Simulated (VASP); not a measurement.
Computed with PBE GGA, VASP's PBE PAW potentials (set 64) (plane waves; VASP 6.6.1).

A VASP calculation is set up with these files.

### INCAR
```
ENCUT  =  520
MAGMOM  =  3.0 -3.0 2*0.0
LASPH  =  .True.   # aspherical one-centre terms
LMAXMIX  =  4   # l cut-off of mixed one-centre charges
LCHARG  =  .False.
EDIFF  =  1E-6
PREC  =  Accurate
ISPIN  =  2
ISIF  =  2
GGA  =  PE   # PBE
ALGO  =  Normal
ISMEAR  =  0   # Gaussian
LREAL  =  .False.   # projection in real space or not
SYSTEM  =  CoO
NELM  =  100   # most electronic steps
LWAVE  =  .False.
SIGMA  =  0.05   # width (eV)
LORBIT  =  10
```

**POSCAR**
```
CoO
8.69040
  0.5000000000   0.2500000000   0.2500000000
  0.2500000000   0.5000000000   0.2500000000
  0.2500000000   0.2500000000   0.5000000000
Co O
2 2
Direct
  0.0000000000   0.0000000000   0.0000000000
  0.5000000000   0.5000000000   0.5000000000
  0.2500000000   0.2500000000   0.2500000000
  0.7500000000   0.7500000000   0.7500000000
```

### KPOINTS
```
Automatic mesh
0
gamma
4 4 4
```

POTCAR, in this order: Co O (PBE.64 set). Program: vasp_std.

Output

File OSZICAR:
```
       N       E                     dE             d eps       ncg     rms          rms(c)
DAV:   1     0.254046461669E+03    0.25405E+03   -0.14638E+04   988   0.191E+03
DAV:   2     0.488420894661E+01   -0.24916E+03   -0.23530E+03  1018   0.394E+02
DAV:   3    -0.301089298041E+02   -0.34993E+02   -0.33240E+02  1242   0.163E+02
DAV:   4    -0.316274708403E+02   -0.15185E+01   -0.14984E+01  1261   0.345E+01
DAV:   5    -0.316756314099E+02   -0.48161E-01   -0.48094E-01  1274   0.567E+00    0.196E+01
DAV:   6    -0.293391675683E+02    0.23365E+01   -0.66385E+01  1454   0.116E+02    0.293E+01
DAV:   7    -0.261754268409E+02    0.31637E+01   -0.41219E+01  1460   0.106E+02    0.101E+01
DAV:   8    -0.263377361427E+02   -0.16231E+00   -0.28527E+00  1264   0.186E+01    0.599E+00
DAV:   9    -0.263620999134E+02   -0.24364E-01   -0.24965E+00  1641   0.250E+01    0.428E+00
DAV:  10    -0.263243357493E+02    0.37764E-01   -0.24946E-01  1340   0.858E+00    0.305E+00
DAV:  11    -0.262641966307E+02    0.60139E-01   -0.28363E-01  1516   0.102E+01    0.124E+00
DAV:  12    -0.262690861825E+02   -0.48896E-02   -0.55689E-02  1418   0.294E+00    0.766E-01
DAV:  13    -0.262652656824E+02    0.38205E-02   -0.10521E-02  1235   0.268E+00    0.439E-01
DAV:  14    -0.262680978831E+02   -0.28322E-02   -0.14761E-02  1430   0.147E+00    0.237E-01
DAV:  15    -0.262682611979E+02   -0.16331E-03   -0.19713E-03  1461   0.651E-01    0.163E-01
DAV:  16    -0.262680222972E+02    0.23890E-03   -0.94102E-04  1582   0.618E-01    0.312E-02
DAV:  17    -0.262680400783E+02   -0.17781E-04   -0.17363E-04  1407   0.149E-01    0.190E-02
DAV:  18    -0.262680405208E+02   -0.44245E-06   -0.20121E-05  1184   0.743E-02    0.887E-03
DAV:  19    -0.262680413277E+02   -0.80694E-06   -0.34584E-06   742   0.351E-02
   1 F= -.26268041E+02 E0= -.26265890E+02  d E =-.430339E-02  mag=    -0.0000
```

**OUTCAR**
```
------------------------ aborting loop because EDIFF is reached ----------------------------------------
  FORCE on cell =-STRESS in cart. coord.  units (eV):
  Direction    XX          YY          ZZ          XY          YZ          ZX
  --------------------------------------------------------------------------------------
  Total       -2.9995854     -2.9995854     -2.9995854      0.2785632      0.2785632      0.2785632
  in kB     -117.1581488   -117.1581488   -117.1581488     10.8801512     10.8801512     10.8801512
  external PRESSURE =    -117.1581488 kB  Pullay stress =       0.0000000 kB
  volume of cell :       41.02
      direct lattice vectors                 reciprocal lattice vectors
     4.345200000  2.172600000  2.172600000     0.345208506 -0.115069502 -0.115069502
     2.172600000  4.345200000  2.172600000    -0.115069502  0.345208506 -0.115069502
     2.172600000  2.172600000  4.345200000    -0.115069502 -0.115069502  0.345208506
 POSITION                                       TOTAL-FORCE (eV/Angst)
 -----------------------------------------------------------------------------------
      0.00000      0.00000      0.00000        -0.000000     -0.000000      0.000000
      4.34520      4.34520      4.34520        -0.000000      0.000000      0.000000
      2.17260      2.17260      2.17260         0.000000      0.000000     -0.000000
      6.51780      6.51780      6.51780        -0.000000     -0.000000     -0.000000
 -----------------------------------------------------------------------------------
    total drift:                                0.000000     -0.000000     -0.000000
  FREE ENERGIE OF THE ION-ELECTRON SYSTEM (eV)
  ---------------------------------------------------
  free  energy   TOTEN  =       -26.2680413277 eV

  energy  without entropy=      -26.2637379426  energy(sigma->0) =      -26.26588964

 total charge

# of ion       s       p       d       tot
------------------------------------------
    1        0.275   0.316   7.125   7.717
    2        0.275   0.316   7.125   7.717
    3        1.560   3.384   0.000   4.944
    4        1.560   3.384   0.000   4.944
--------------------------------------------------
tot          3.670   7.401  14.251  25.322

 magnetization (x)

# of ion       s       p       d       tot
------------------------------------------
    1       -0.001  -0.004   2.465   2.460
    2        0.001   0.004  -2.465  -2.460
    3        0.000   0.000   0.000   0.000
    4        0.000   0.000   0.000   0.000
--------------------------------------------------
tot          0.000   0.000   0.000   0.000
```
(Selected blocks of OUTCAR.)

The compound is CoO in the rock salt, AFM-II order structure. The cell was not relaxed at this level. The k-mesh is coarse (spacing up to 0.60 per Å, 2π included), so the numbers may not be converged in it. The run is one of a series of settings (KPOINTS 4×4×4 Γ-centred mesh against the base run), some of them coarse on purpose.
